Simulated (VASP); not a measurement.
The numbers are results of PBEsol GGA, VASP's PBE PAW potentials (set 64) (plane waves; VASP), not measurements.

The input files of a VASP run:

INCAR:
```
# general
SYSTEM  =  Al
PREC    =  Accurate
ENCUT   =  480   # plane-wave cut-off (eV)
LREAL   =  F
LASPH   =  T   # aspherical one-centre terms

# electronic loop
EDIFF   =  1E-6   # SCF stop (eV)
NELM    =  100   # most electronic steps
ALGO    =  Normal

# smearing
ISMEAR  =  1
SIGMA   =  0.1

# functional
GGA     =  PS   # PBEsol

# ions
IBRION  =  2   # conjugate gradients
NSW     =  60   # most ionic steps
ISIF    =  3
EDIFFG  =  -0.01   # ionic stop

# output
LWAVE   =  F
LCHARG  =  F
```

**KPOINTS**
```
kpoints
0
G
 14 14 14
0 0 0
```

### POSCAR
```
Al
1.0
  0.0000000000   2.0059607494   2.0059607494
  2.0059607494   0.0000000000   2.0059607494
  2.0059607494   2.0059607494   0.0000000000
Al
1
direct
  0.0000000000   0.0000000000   0.0000000000
```

POTCAR, in this order: Al (PBE.64 set). Program: vasp_std.

The run wrote:

### OUTCAR
```
 ion  position               nearest neighbor table
   1  0.000  0.000  0.000-
  LATTYP: Found a face centered cubic cell.
 ALAT       =     4.0119214988
 Subroutine PRICEL returns:
 Original cell was already a primitive cell.
 Subroutine GETGRP returns: Found 48 space group operations
The static configuration has the point symmetry O_h .
The dynamic configuration has the point symmetry O_h .
 Subroutine INISYM returns: Found 48 space group operations
 Subroutine IBZKPT returns following result:
 Found    104 irreducible k-points:

 Following reciprocal coordinates:
            Coordinates               Weight
  0.000000  0.000000  0.000000      1.000000
  0.071429  0.000000  0.000000      8.000000
  0.142857  0.000000  0.000000      8.000000
  0.214286  0.000000  0.000000      8.000000
  0.285714  0.000000  0.000000      8.000000
  0.357143  0.000000  0.000000      8.000000
  0.428571  0.000000  0.000000      8.000000
  0.500000  0.000000  0.000000      4.000000
  0.071429  0.071429  0.000000      6.000000
  0.142857  0.071429  0.000000     24.000000
  0.214286  0.071429  0.000000     24.000000
  0.285714  0.071429  0.000000     24.000000
  0.357143  0.071429  0.000000     24.000000
  0.428571  0.071429  0.000000     24.000000
  0.500000  0.071429  0.000000     24.000000
 -0.428571  0.071429  0.000000     24.000000
 -0.357143  0.071429  0.000000     24.000000
 -0.285714  0.071429  0.000000     24.000000
 -0.214286  0.071429  0.000000     24.000000
 -0.142857  0.071429  0.000000     24.000000
 -0.071429  0.071429  0.000000     12.000000
  0.142857  0.142857  0.000000      6.000000
  0.214286  0.142857  0.000000     24.000000
  0.285714  0.142857  0.000000     24.000000
  0.357143  0.142857  0.000000     24.000000
...
```

File OSZICAR:
```
       N       E                     dE             d eps       ncg     rms          rms(c)
DAV:   1    -0.238530155633E+01   -0.23853E+01   -0.82742E+02  1160   0.299E+02
DAV:   2    -0.409899610113E+01   -0.17137E+01   -0.16424E+01  1400   0.285E+01
DAV:   3    -0.411412706956E+01   -0.15131E-01   -0.15109E-01  1340   0.302E+00
DAV:   4    -0.411418142231E+01   -0.54353E-04   -0.54352E-04  1435   0.178E-01
DAV:   5    -0.411418172789E+01   -0.30558E-06   -0.30601E-06  1390   0.954E-03    0.144E+00
DAV:   6    -0.409670109865E+01    0.17481E-01   -0.21633E-03  1205   0.310E-01    0.816E-01
DAV:   7    -0.408490335126E+01    0.11798E-01   -0.59204E-03  1240   0.494E-01    0.173E-01
DAV:   8    -0.408488860095E+01    0.14750E-04   -0.32457E-05  1350   0.592E-02    0.126E-02
DAV:   9    -0.408488782217E+01    0.77878E-06   -0.53515E-07  1265   0.534E-03
   1 F= -.40848878E+01 E0= -.40849862E+01  d E =-.408489E+01
```

OUTCAR:
```
------------------------ aborting loop because EDIFF is reached ----------------------------------------
  FORCE on cell =-STRESS in cart. coord.  units (eV):
  Direction    XX          YY          ZZ          XY          YZ          ZX
  --------------------------------------------------------------------------------------
  Total        0.0002919      0.0002919      0.0002919      0.0000000      0.0000000      0.0000000
  in kB        0.0289685      0.0289685      0.0289685      0.0000000      0.0000000      0.0000000
  external PRESSURE =       0.0289685 kB  Pullay stress =       0.0000000 kB
  volume of cell :       16.14
      direct lattice vectors                 reciprocal lattice vectors
     0.000000000  2.005960749  2.005960749    -0.249257120  0.249257120  0.249257120
     2.005960749  0.000000000  2.005960749     0.249257120 -0.249257120  0.249257120
     2.005960749  2.005960749  0.000000000     0.249257120  0.249257120 -0.249257120
 POSITION                                       TOTAL-FORCE (eV/Angst)
 -----------------------------------------------------------------------------------
      0.00000      0.00000      0.00000        -0.000000      0.000000      0.000000
 -----------------------------------------------------------------------------------
    total drift:                                0.000000     -0.000000     -0.000000
  FREE ENERGIE OF THE ION-ELECTRON SYSTEM (eV)
  ---------------------------------------------------
  free  energy   TOTEN  =        -4.0848878222 eV

  energy  without entropy=       -4.0851828636  energy(sigma->0) =       -4.08498617

 reached required accuracy - stopping structural energy minimisation
```
(Selected blocks of OUTCAR.)

The compound is Al in the fcc structure. It was relaxed first. The start is the result of an earlier pass.
